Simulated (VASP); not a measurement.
Output of a VASP run:

File OSZICAR:
```
       N       E                     dE             d eps       ncg     rms          rms(c)
DAV:   1     0.116133922130E+03    0.11613E+03   -0.11656E+04  2624   0.260E+03
DAV:   2     0.244972730571E+01   -0.11368E+03   -0.11069E+03  2548   0.331E+02
DAV:   3    -0.576089626141E+00   -0.30258E+01   -0.30113E+01  3031   0.728E+01
DAV:   4    -0.596835548078E+00   -0.20746E-01   -0.20744E-01  3017   0.535E+00
DAV:   5    -0.597084508386E+00   -0.24896E-03   -0.24896E-03  3285   0.621E-01    0.104E+01
DAV:   6    -0.275181199568E+00    0.32190E+00   -0.17473E+01  2736   0.115E+02    0.584E+00
DAV:   7     0.611979636036E+00    0.88716E+00   -0.39316E+00  2701   0.114E+02    0.264E+00
DAV:   8     0.612206990265E+00    0.22735E-03   -0.17977E-01  3007   0.569E+00    0.144E+00
DAV:   9     0.622781204876E+00    0.10574E-01   -0.17032E-02  3229   0.347E+00    0.899E-02
DAV:  10     0.622776752972E+00   -0.44519E-05   -0.69278E-04  3924   0.412E-01    0.388E-02
DAV:  11     0.622776700821E+00   -0.52151E-07   -0.48495E-05  3289   0.254E-01    0.946E-03
DAV:  12     0.622777309020E+00    0.60820E-06   -0.63119E-06  3451   0.713E-02    0.390E-03
DAV:  13     0.622777708515E+00    0.39950E-06   -0.67984E-07  3075   0.238E-02    0.108E-03
DAV:  14     0.622777677753E+00   -0.30762E-07   -0.60927E-08  1736   0.816E-03
   1 F= 0.62277768E+00 E0= 0.62277775E+00  d E =-.206333E-06
```

**OUTCAR**
```
------------------------ aborting loop because EDIFF is reached ----------------------------------------
  FORCE on cell =-STRESS in cart. coord.  units (eV):
  Direction    XX          YY          ZZ          XY          YZ          ZX
  --------------------------------------------------------------------------------------
  Total        1.4283742      1.4283742      1.4283742     -0.0000000     -0.0000000      0.0000000
  in kB       97.5218733     97.5218733     97.5218733     -0.0000000     -0.0000000      0.0000000
  external PRESSURE =      97.5218733 kB  Pullay stress =       0.0000000 kB
  volume of cell :       23.47
      direct lattice vectors                 reciprocal lattice vectors
     2.862970360  0.000000000  0.000000000     0.349287584  0.000000000  0.000000000
     0.000000000  2.862970360  0.000000000     0.000000000  0.349287584  0.000000000
     0.000000000  0.000000000  2.862970360     0.000000000  0.000000000  0.349287584
 POSITION                                       TOTAL-FORCE (eV/Angst)
 -----------------------------------------------------------------------------------
      1.43149      1.43149      1.43149         0.000000      0.000000      0.000000
      0.00000      0.00000      0.00000         0.000000      0.000000      0.000000
 -----------------------------------------------------------------------------------
    total drift:                                0.000000      0.000000     -0.000000
  FREE ENERGIE OF THE ION-ELECTRON SYSTEM (eV)
  ---------------------------------------------------
  free  energy   TOTEN  =         0.6227776778 eV

  energy  without entropy=        0.6227778841  energy(sigma->0) =        0.62277775
```
(Selected blocks of OUTCAR.)

**POSCAR**
```
CuZn
1
    2.8629703605     0.0000000000     0.0000000000
    0.0000000000     2.8629703605     0.0000000000
    0.0000000000     0.0000000000     2.8629703605
Zn Cu
1 1
Direct
  0.5000000000   0.5000000000   0.5000000000
  0.0000000000   0.0000000000   0.0000000000
```

### Question
Reconstruct the remaining input files.

### Answer
One answer among several that fit: the input of the run itself, vdW-DF-cx, plane waves, VASP's PBE PAW potentials (set 64).

**KPOINTS**
```
kpoints
0
gamma
  12 12 12
0 0 0
```

INCAR:
```
AGGAC=0.0
ALGO=Normal
EDIFF=1E-7
ENCUT=520
GGA=CX
ISIF=2
ISMEAR=1
LASPH=.TRUE.
LCHARG=.FALSE.
LMAXMIX=4
LREAL=.FALSE.
LUSE_VDW=.TRUE.
LWAVE=.FALSE.
NELM=100
PREC=Accurate
SIGMA=0.1
SYSTEM=CuZn
```

POTCAR, in this order: Zn Cu (PBE.64 set). Program: vasp_std.

The compound is CuZn in the CsCl type structure. This cell is one point of a volume scan, at 0.94 of the reference volume. The electron count is odd and the run is not spin-polarised, which forces a metal.
